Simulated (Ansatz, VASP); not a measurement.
# CdSe: VASP beside Ansatz

Aim: how closely do two programs agree when they are given the same cell, functional and k mesh? Valence electrons are named where the data sets of a main pair hold unlike numbers.

Program: Ansatz 0.2.0. Level of theory: plane waves, with VASP 6.6.1 beside it; band structure at r2SCANh with an exact-exchange share of 0.1 and band structure at HSE06, spin-orbit coupling. Results are calculated unless marked as measured.

### 1. Set-up

Symmetry: F-43m, No. 216, cubic system. Conventional cell: a = 6.141 Å, b = 6.141 Å, c = 6.141 Å, α = 90.00°, β = 90.00°, γ = 90.00°. Nearest to Cd lie 4 Se at 2.66 Å. Nearest to Se lie 4 Cd at 2.66 Å. Farther neighbours and most contacts between anions are not listed.

### 2. Ansatz: band structure, r2SCANh with an exact-exchange share of 0.1

Ansatz runs on its default PAW (the set named soft_2) files.

The same path points are solved in both programs, so levels can be compared one by one.

input.yaml reads:

```yaml
crystal:
  lattice:
    - [0.0, 3.0702711986, 3.0702711986]
    - [3.0702711986, 0.0, 3.0702711986]
    - [3.0702711986, 3.0702711986, 0.0]
  atoms:
    - { symbol: Cd, position: [0.0, 0.0, 0.0] }
    - { symbol: Se, position: [0.75, 0.75, 0.75] }
hamiltonian:
  xc: r2scanh
  pseudopotentials: { kind: paw }
kpoints:
  mp_grid: { grid: [4, 4, 4] }
  band_path:
    path:
      - [0.0, 0.0, 0.0]
      - [0.5, 0.0, 0.5]
      - [0.5, 0.2, 0.7]
      - [0.4, 0.35, 0.75]
      - [0.15, 0.15, 0.3]
      - [0.2, 0.2, 0.2]
      - [0.55, 0.4, 0.55]
      - [0.6, 0.25, 0.65]
      - [0.5, 0.25, 0.75]
      - [0.5, 0.5, 0.5]
      - [0.375, 0.375, 0.75]
      - [0.5, 0.0, 0.5]
    npoints: 1
scf:
  occupations: { method: gaussian, width: 0.02 }
  n_extra_bands: 7
output:
  forces: true
  stress: true
  eigenvalues: true
  write_density: true
  write_potential: true
  elf: true
  volumetric_format: npy
```

On the command line:

```sh
$ ansatz run input.yaml --threads 4 --pin off --max-ram 9216MiB --backend cpu --events-out ev --progress --plain --runs-dir out
```

Numbers of over 12 decimals in the logs are rounded to 6 here.

What it wrote:

```text
Warning: output.stress: scf.convergence.dr2_threshold = 1e-7 eV (the SCF's general default) is looser than the 2e-10 eV advised for a printed stress (1e-10 eV for each atom of the cell: 2). What an SCF threshold leaves in a stress goes as its square root, and in the free energy as the threshold itself, and one threshold admits the most on a small cell: [figures from the program's tests cut] Set scf.convergence.dr2_threshold to 2e-10 eV or tighter. The threshold is an SCF's pass mark: one that does not reach it within its budget of iterations ends unconverged, or closes short of it on a stop that the run arms, and scf.convergence.dr2_threshold's page says what that costs each kind of run
Warning: output.stress: scf.exx.energy_threshold = 1e-6 eV is looser than the 2e-8 eV advised for a stress under a hybrid functional (1e-8 eV for each atom of the cell: 2). Every SCF of the exchange loop can meet its threshold on dr2 while the loop round them stops early: no threshold on dr2 bounds what that leaves in the stress. Set scf.exx.energy_threshold to 2e-8 eV or tighter. The threshold is the loop's pass mark: a loop that does not reach it within its budget of cycles ends unconverged, and scf.exx.energy_threshold's page has the law
scf.n_extra_bands = 7 over 18 filled bands (N_el = 36.0): the run solves 25 bands
Engine: ansatz 0.2.0, aarch64-unknown-linux-gnu
Pseudopotentials: kind: paw
Pseudopotential: Cd, paw, valence charge 20, recommended cutoff 500 eV (meta_gga), Cd.paw.azcp
Pseudopotential: Se, paw, valence charge 16, recommended cutoff 500 eV (meta_gga), Se.paw.azcp
Functional definition: r2SCANh
  parameter a = 0.1
  parameter k0 = 0.174
  parameter k1 = 0.065
  parameter a1 = 4.9479
  exchange = (1 - a)*r2scan_x(k0 = k0, k1 = k1, a1 = a1) + a*exact_x
  correlation = r2scan_c
Crystal: 2 atoms, lattice volume = 57.884 Å³
Basis set: ecut = 500 eV, 1459 PW (Γ), exchange–correlation on 128×128×128 points (64 copies of the dense FFT grid, shifted against one another)
Bands: 25, of which v1, the nominal top of the filled ones, is band 18 counted from 1 (17 counted from 0)
Symmetry: 24 space group operations
Space group: F-43m (ITA 216), of the structure as read, at distance tolerance 3.9e-5 Å
k-points: 8 of 64 (time reversal used)
Non-local potential: Cd, projectors of the file, l = 0: 3, l = 1: 2, l = 2: 2, l = 3: 1
Non-local potential: Se, projectors of the file, l = 0: 2, l = 1: 2, l = 2: 3, l = 3: 1
PAW form: soft (Blöchl's): semilocal exchange-correlation on the pseudo side does not see the compensation charge
PAW frozen core: Cd, regenerated for the run's functional, and the local potential with it (the file was generated under x = pbe(κ = 0.804, μ = 0.219515), c = pbe(β = 0.066725))
PAW frozen core: Se, regenerated for the run's functional, and the local potential with it (the file was generated under x = pbe(κ = 0.804, μ = 0.219515), c = pbe(β = 0.066725))
PAW one-centre angular grid: Cd, 590 points (default); XC on 160 Gauss nodes
PAW one-centre angular grid: Se, 590 points (default); XC on 160 Gauss nodes
Initial density: superposition of atomic densities (neutral atoms: chi_scale 0, normalization atom), corrected by the library's trained network
Initial wavefunctions: pseudopotential atomic-orbital guess
Functional: x = r2scan, c = r2scan; τ floored in thin density (d = 2e-4 eV/Å³), warm-up for x = 0.9 r2scan + 0.1 exact, c = r2scan; τ floored in thin density (d = 2e-4 eV/Å³)
SCF iter   1: F=—  HF=-13747.788730 eV  |F-HF|=—  |Δ(HF+E_count)|=         —  Δρ=5.50e-3  dr2=1.25e-2  dr2_τ=1.58e-2  ethr=1.77e-3  ⟨swp⟩=11.9  Hψ=895  notcnv=0
preconditioner: auto → none  [insulator: Δε(μ)=1.038 eV  Ē_g=15.124 eV  σ=0.020 eV  W_gap=1.00  n_scr=14 (ndim 8)  ℏωp=20.7 eV  f_vac=0.216  D(μ)=0.00/eV (n_scr^D=0)]
SCF iter   2: F=—  HF=-13747.795823 eV  |F-HF|=—  |Δ(HF+E_count)|=   7.09e-3  Δρ=2.58e-3  dr2=1.53e-3  dr2_τ=4.80e-4  ethr=3.47e-5  ⟨swp⟩=5.6  Hψ=547  notcnv=0  defer=4
SCF iter   3: F=—  HF=-13747.796717 eV  |F-HF|=—  |Δ(HF+E_count)|=   8.95e-4  Δρ=9.58e-4  dr2=2.73e-4  dr2_τ=3.77e-5  ethr=4.24e-6  ⟨swp⟩=2.9  Hψ=403  notcnv=0  defer=2
iter 4 solved again at ethr=4.66e-8 eV; its pass at ethr=7.58e-7 eV (dr2=1.68e-5 eV) is discarded
SCF iter   4: F=-13747.796839 eV  HF=-13747.796852 eV  |F-HF|=1.31e-5  |Δ(HF+E_count)|=   1.35e-4  Δρ=1.90e-4  dr2=1.67e-5  dr2_τ=7.50e-7  ethr=4.66e-8  ⟨swp⟩=3.8  Hψ=853  notcnv=0  defer=2
SCF 1 stopped early in 4 iterations: F = -13747.796839 eV  dr2 = 1.67e-5
  greatest PAW one-centre occupation: 1.001 electrons in one spin orbital (limit 2), on the Cd atom at site 0 (counted from 0), in its partial waves of l = 1
Initial density: handed on by an earlier stage of this run
Initial wavefunctions: those handed on with the density
Functional: x = 0.9 r2scan + 0.1 exact, c = r2scan; τ floored in thin density (d = 2e-4 eV/Å³)
Frozen-core exchange: fock
SCF iter   1: F=—  HF=-13747.440356 eV  |F-HF|=—  |Δ(HF+E_count)|=         —  Δρ=1.61e-3  dr2=1.06e-3  dr2_τ=1.32e-4  ethr=4.65e-7  ⟨swp⟩=8.1  Hψ=856  notcnv=0
preconditioner: auto → none  [insulator: Δε(μ)=1.558 eV  Ē_g=16.082 eV  σ=0.020 eV  W_gap=1.00  n_scr=14 (ndim 8)  ℏωp=20.7 eV  f_vac=0.216  D(μ)=0.00/eV (n_scr^D=0)]
SCF iter   2: F=—  HF=-13747.440047 eV  |F-HF|=—  |Δ(HF+E_count)|=   3.09e-4  Δρ=4.16e-4  dr2=6.19e-5  dr2_τ=1.70e-6  ethr=4.65e-7  ⟨swp⟩=4.0  Hψ=589  notcnv=0
SCF iter   3: F=—  HF=-13747.440478 eV  |F-HF|=—  |Δ(HF+E_count)|=   4.31e-4  Δρ=2.29e-4  dr2=1.47e-5  dr2_τ=5.61e-7  ethr=1.12e-7  ⟨swp⟩=4.2  Hψ=468  notcnv=0  defer=1
SCF iter   4: F=—  HF=-13747.440480 eV  |F-HF|=—  |Δ(HF+E_count)|=   2.24e-6  Δρ=6.87e-5  dr2=1.38e-6  dr2_τ=8.60e-8  ethr=4.02e-8  ⟨swp⟩=2.9  Hψ=368  notcnv=0
SCF iter   5: F=-13747.440481 eV  HF=-13747.440481 eV  |F-HF|=1.25e-8  |Δ(HF+E_count)|=   7.90e-7  Δρ=1.08e-5  dr2=2.46e-7  dr2_τ=3.76e-9  ethr=3.19e-9  ⟨swp⟩=3.6  Hψ=459  notcnv=0  defer=3
SCF 2 stopped early in 5 iterations: F = -13747.440481 eV  dr2 = 2.46e-7
  greatest PAW one-centre occupation: 1.002 electrons in one spin orbital (limit 2), on the Cd atom at site 0 (counted from 0), in its partial waves of l = 1
hybrid outer 1: dexx = +4.132e-4 eV, tail = 1.19e-6 eV
Frozen-core exchange: fock
SCF iter   1: F=—  HF=-13747.440494 eV  |F-HF|=—  |Δ(HF+E_count)|=         —  Δρ=1.61e-5  dr2=1.04e-7  dr2_τ=6.23e-9  ethr=1.65e-8  ⟨swp⟩=7.1  Hψ=508  notcnv=0
preconditioner: auto → none  [insulator: Δε(μ)=1.570 eV  Ē_g=16.063 eV  σ=0.020 eV  W_gap=1.00  n_scr=14 (ndim 8)  ℏωp=20.7 eV  f_vac=0.215  D(μ)=0.00/eV (n_scr^D=0)]
SCF iter   2: F=-13747.440494 eV  HF=-13747.440494 eV  |F-HF|=6.35e-10  |Δ(HF+E_count)|=   3.60e-9  Δρ=2.27e-6  dr2=3.84e-9  dr2_τ=2.57e-10  ethr=2.76e-10  ⟨swp⟩=3.1  Hψ=432  notcnv=0
SCF 3 converged in 2 iterations: F = -13747.440494 eV  dr2 = 3.84e-9
  Residual-converged pass: ⟨swp⟩=2.8  Hψ=488  notcnv=0  max |occ|·‖R‖ = 2.4e-6 eV (tolerance 2.4e-6 eV)  dr2=3.89e-9  dr2_τ=2.55e-10  dr2_onsite=7.27e-10  max |Δocc| = 0.0e0
hybrid outer 2: dexx = +2.138e-8 eV, tail = 9.97e-9 eV, Δε = 7.63e-4 eV (about 8.72e-5 eV left of the loop's levels)
NSCF: frozen V_eff on 12 k-points
hybrid SCF converged: 2 outer / 7 inner (+4 warm-up), last move |dexx| = 2.14e-8 eV, tail = 9.97e-9 eV
Stability not checked: this state was not tested for a lower state beside it, because the functional holds exact exchange (a hybrid, or Hartree-Fock), whose exchange loop this test does not read (fock_operator; see scf.lower_state_search)
Free energy (F): -13747.440494 eV
Frozen-core exchange: fock
Harris-Foulkes:  -13747.440494 eV  (|F-HF|=6.35e-10)
Internal energy: -13747.440494 eV  (E = F + TS)
E sigma→0 (E₀):  -13747.440494 eV
Fermi energy:    7.248630 eV
--- Per-component energies (eV) ---
  E_band       = -982.910567
  E_kinetic    = 624.434118
  E_local      = -6447.177932  (includes V_loc(G=0)·N_el)
  E_nonlocal   = -560.869240
  E_hartree    = 3064.617942
  E_xc         = -242.410856
  E_vxc        = -317.925903  (∫ρ·V_xc dr)
  E_exx        = -68.632279  (= α·E_x^exact, valence–valence)
  E_paw        = -5986.426614  (= ΣΔE_a)
  E_vpaw       = -292.926324  (= ΣTr[D̂ρ^β])
  E_aug_tail   = -0.000203  (compensation charges beyond the density's cutoff)
  E_vtau       = 19.580518  (kinetic-family band-sum trace: ∫τ·v_τ [+ j·A + Jᵃ·Aᵃ] dr)
  E_ewald      = -4128.286353
  E_core_change = -2.689075  (= ΣΔE_core)
  E_smearing   = -0.000000  (= −TS)
  E_closure    = -0.000003  (closes the sum)
  Σ components = -13747.440494   (vs F -13747.440494, Δ=0.00e0)
--- Forces (eV/Å), atoms counted from 1 ---
  atom   1  Cd    -0.00000000    -0.00000000     0.00000000
  atom   2  Se     0.00000000    -0.00000000    -0.00000000
  max |Σ_I F_I| component: 7.40e-17 eV/Å
--- Stress (GPa, compression-positive) ---
       -0.280382      -0.000000      -0.000000
       -0.000000      -0.280382       0.000000
        0.000000       0.000000      -0.280382
  P = ⅓ Tr σ = -0.2804 GPa (-2.804 kbar)
--- Band table (eV; the first three rows and the last of 8) ---
  k-point 0: bands = [... 14 lower, -1.8109, 6.4637, 6.4637, 6.4637, 8.0334, 13.5578, 13.5578, 13.5578, ... 3 higher]
  k-point 1: bands = [... 14 lower, -1.8089, 3.8357, 6.0698, 6.0698, 9.7370, 13.4388, 14.0667, 14.0667, ... 3 higher]
  k-point 2: bands = [... 14 lower, -1.5080, 2.0750, 5.7239, 5.7239, 9.8724, 14.0019, 14.0019, 14.8143, ... 3 higher]
  k-point 7: bands = [... 14 lower, -1.3202, 2.5149, 4.2119, 4.2908, 12.5365, 12.5585, 14.0916, 15.0642, ... 3 higher]
```

It took 50 s on 4 threads of Arm Neoverse N1, shared host; peak memory 1 GiB.

### 3. VASP: band structure, r2SCANh with an exact-exchange share of 0.1

The same cell, functional, mesh and smearing now go to VASP, with its own data sets.

Lines of VASP's logs that name or quote its potential files are left out, and so is its time.

The run reads the wave functions of an earlier VASP run, which isn't shown here.

INCAR reads:

```
SYSTEM = CdSe
PREC = Accurate
ENCUT = 400
EDIFF = 1E-06
NELM = 100
ISMEAR = 0
SIGMA = 0.02
LREAL = .FALSE.
ALGO = Normal
LHFCALC = .TRUE.
AEXX = 0.1
METAGGA = R2SCAN
LASPH = .TRUE.
NBANDS = 15
PRECFOCK = Fast
HFRCUT = -1
LORBIT = 11
LWAVE = .FALSE.
LCHARG = .FALSE.
KPAR = 4
```

POSCAR reads:

```
CdSe
1.0
    0.0000000000      3.0702711986      3.0702711986
    3.0702711986      0.0000000000      3.0702711986
    3.0702711986      3.0702711986      0.0000000000
Cd Se
1 1
Direct
    0.0000000000      0.0000000000      0.0000000000
    0.7500000000      0.7500000000      0.7500000000
```

KPOINTS reads:

```
Automatic mesh
0
Gamma
4 4 4
0 0 0
```

KPOINTS_OPT reads:

```
Line mode
6
Line-mode
Reciprocal
  0.00000000   0.00000000   0.00000000 GAMMA
  0.50000000   0.00000000   0.50000000 X

  0.50000000   0.00000000   0.50000000 X
  0.50000000   0.25000000   0.75000000 W

  0.50000000   0.25000000   0.75000000 W
  0.37500000   0.37500000   0.75000000 K

  0.37500000   0.37500000   0.75000000 K
  0.00000000   0.00000000   0.00000000 GAMMA

  0.00000000   0.00000000   0.00000000 GAMMA
  0.50000000   0.50000000   0.50000000 L

  0.50000000   0.50000000   0.50000000 L
  0.62500000   0.25000000   0.62500000 U

  0.62500000   0.25000000   0.62500000 U
  0.50000000   0.25000000   0.75000000 W

  0.50000000   0.25000000   0.75000000 W
  0.50000000   0.50000000   0.50000000 L

  0.50000000   0.50000000   0.50000000 L
  0.37500000   0.37500000   0.75000000 K

  0.62500000   0.25000000   0.62500000 U
  0.50000000   0.00000000   0.50000000 X
```

The projector-augmented-wave data sets are Cd and Se (PBE family, release 64).

On the command line:

```sh
$ mpirun -np 4 vasp_std
```

What it wrote:

```text
[banner, memory and clock lines left out]
running    4 mpi-ranks, on    1 nodes
 distrk:  each k-point on    1 cores,    4 groups
 distr:  one band on    1 cores,    1 groups

 POSCAR found type information on POSCAR CdSe
 POSCAR found :  2 types and       2 ions
|                                                                             |
|               ----> ADVICE to this user running VASP <----                  |
|                                                                             |
|     You enforced a specific xc type in the INCAR file but a different       |
|     [... a line on the potential file left out ...]
|     I HOPE YOU KNOW WHAT YOU ARE DOING!                                     |
|                                                                             |

 LDA part: xc-table for (None), standard interpolation
 found WAVECAR, reading the header
 POSCAR, INCAR and KPOINTS ok, starting setup
 FFT: planning ... GRIDC
 FFT: planning ... GRID_SOFT
 FFT: planning ... GRID
 HFRCUT set to (new)   9.598806
 reading WAVECAR
 the WAVECAR file was read successfully
 initial charge from wavefunction
 entering main loop
       N       E                     dE             d eps       ncg     rms          rms(c)
DAV:   1    -0.336705770209E+02   -0.33671E+02   -0.42993E-01   240   0.621E+00    0.200E+00
DAV:   2    -0.336693920257E+02    0.11850E-02   -0.27700E-02   282   0.206E+00    0.101E+00
DAV:   3    -0.336691284071E+02    0.26362E-03   -0.27419E-03   261   0.575E-01    0.572E-01
DAV:   4    -0.336692469473E+02   -0.11854E-03   -0.47520E-04   247   0.206E-01    0.340E-01
DAV:   5    -0.336693190307E+02   -0.72083E-04   -0.94077E-05   289   0.894E-02    0.200E-01
DAV:   6    -0.336693501554E+02   -0.31125E-04   -0.21550E-05   268   0.453E-02    0.118E-01
DAV:   7    -0.336693625191E+02   -0.12364E-04   -0.75584E-06   275   0.270E-02    0.691E-02
DAV:   8    -0.336693671579E+02   -0.46388E-05   -0.30672E-06   275   0.170E-02    0.403E-02
DAV:   9    -0.336693687051E+02   -0.15472E-05   -0.12673E-06   211   0.109E-02    0.237E-02
DAV:  10    -0.336693690834E+02   -0.37831E-06   -0.65198E-07   169   0.803E-03
   1 F= -.33669369E+02 E0= -.33669369E+02  d E =-.129090E-18
 Start KPOINTS_OPT (optional k-point list driver)
k-point batch [1-8\60]
       N       E                     dE             ncg
DAV:   1    -0.314359321477E+02   -0.28226E+04      240
DAV:   2    -0.900898131572E+03   -0.86946E+03      268
DAV:   3    -0.937927408193E+03   -0.37029E+02      289
DAV:   4    -0.938194453499E+03   -0.26705E+00      338
DAV:   5    -0.938195608920E+03   -0.11554E-02      338
DAV:   6    -0.938195619691E+03   -0.10770E-04      324
DAV:   7    -0.938195619834E+03   -0.14335E-06      253
[...]
k-point batch [57-60\60]
       N       E                     dE             ncg
DAV:   1     0.206304262813E+04   -0.20485E+04      120
DAV:   2     0.163600961682E+04   -0.42703E+03      141
DAV:   3     0.161776776086E+04   -0.18242E+02      141
DAV:   4     0.161764578586E+04   -0.12197E+00      162
DAV:   5     0.161764521774E+04   -0.56812E-03      176
DAV:   6     0.161764521293E+04   -0.48072E-05      169
DAV:   7     0.161764521288E+04   -0.58457E-07      130
```

From OUTCAR (step 3):

```text
ion  position               nearest neighbor table
   1  0.000  0.000  0.000-   2 2.66   2 2.66   2 2.66   2 2.66
   2  0.750  0.750  0.750-   1 2.66   1 2.66   1 2.66   1 2.66

  LATTYP: Found a face centered cubic cell.
 ALAT       =     6.1405423972

 Subroutine GETGRP returns: Found 24 space group operations
 (whereof 24 operations were pure point group operations)

The static configuration has the point symmetry T_d .

 Found      8 irreducible k-points:

   k-points           NKPTS =      8   k-points in BZ     NKDIM =     64   number of bands    NBANDS=     15

   dimension x,y,z NGX =    28 NGY =   28 NGZ =   28
   dimension x,y,z NGXF=    56 NGYF=   56 NGZF=   56

   ENCUT  =  400.0 eV  29.40 Ry    5.42 a.u.   7.08  7.08  7.08*2*pi/ulx,y,z

   NELECT =      18.0000    total number of electrons

 k-points in reciprocal lattice and weights: Automatic mesh
   0.00000000  0.00000000  0.00000000       0.016
   0.25000000  0.00000000  0.00000000       0.125
   0.50000000  0.00000000  0.00000000       0.062
   0.25000000  0.25000000  0.00000000       0.094
   0.50000000  0.25000000  0.00000000       0.375
  -0.25000000  0.25000000  0.00000000       0.188
   0.50000000  0.50000000  0.00000000       0.047
  -0.25000000  0.50000000  0.25000000       0.094

  exchange ACFDT corr.  =         0.00000000  see jH, gK, PRB 81, 115126

 average (electrostatic) potential at core
       1 -42.3216       2 -58.8294

 E-fermi :   0.2230

 k-point     1 :       0.0000    0.0000    0.0000
  band No.  band energies     occupation
    ...
      5      -8.1090      2.00000
      6      -8.1090      2.00000
      7       0.1031      2.00000
      8       0.1031      2.00000
      9       0.1031      2.00000
     10       1.6697      0.00000
     11       7.1895      0.00000
     12       7.1895      0.00000
     13       7.1895      0.00000
     14      10.9603      0.00000
    ...

 k-point     2 :       0.2500    0.0000    0.0000
  band No.  band energies     occupation
    ...
      5      -8.1072      2.00000
      6      -8.1071      2.00000
      7      -2.5294      2.00000
      8      -0.2926      2.00000
      9      -0.2926      2.00000
     10       3.3749      0.00000
     11       7.0880      0.00000
     12       7.6977      0.00000
     13       7.6978      0.00000
     14      11.2901      0.00000
    ...

 k-point     3 :       0.5000    0.0000    0.0000
  band No.  band energies     occupation
    ...
      5      -8.0885      2.00000
      6      -7.8119      2.00000
      7      -4.2946      2.00000
      8      -0.6395      2.00000
      9      -0.6394      2.00000
     10       3.5085      0.00000
     11       7.6333      0.00000
     12       7.6333      0.00000
     13       8.4716      0.00000
     14      11.2333      0.00000
    ...

  energy-cutoff  :      400.00
  volume of cell :       57.88
      direct lattice vectors                 reciprocal lattice vectors
     0.000000000  3.070271199  3.070271199    -0.162852063  0.162852063  0.162852063
     3.070271199  0.000000000  3.070271199     0.162852063 -0.162852063  0.162852063
     3.070271199  3.070271199  0.000000000     0.162852063  0.162852063 -0.162852063

 POSITION                                       TOTAL-FORCE (eV/Angst)
 -----------------------------------------------------------------------------------
      0.00000      0.00000      0.00000         0.000000     -0.000000      0.000000
      4.60541      4.60541      4.60541        -0.000000      0.000000     -0.000000
 -----------------------------------------------------------------------------------
    total drift:                               -0.000046     -0.000034     -0.000027

  FREE ENERGIE OF THE ION-ELECTRON SYSTEM (eV)
  ---------------------------------------------------
  free  energy   TOTEN  =       -33.6693690834 eV

  energy  without entropy=      -33.6693690834  energy(sigma->0) =      -33.66936908

 total charge
# of ion       s       p       d       tot
------------------------------------------
    1        0.404   0.292   9.584  10.281
    2        1.438   2.464   0.019   3.920
--------------------------------------------------
tot          1.842   2.756   9.603  14.201

[... 3 further parts left out ...]
```

The k-mesh is coarse for unscreened exact exchange, which converges slowly with it. Spin-orbit coupling is off here; it would split degenerate levels, and it lifts a valence top of Se p states by about 0.1 eV. The PAW data sets were made with PBE, which is usual practice but a small mismatch for other functionals.

[end of part 1 of 2]

[Lines on the potential files, build, host, timing and source positions are cut from VASP's logs without a mark.]

[Logs are printed without paths, hosts, clocks, repeated set-up lines and the standing remarks that a program may print on its own settings, such as how far it seeks lower states.]

[Hosts, paths, dates, database ids (printed as entryN), source tags and the programs' standing remarks are cut or masked in the printed files.]
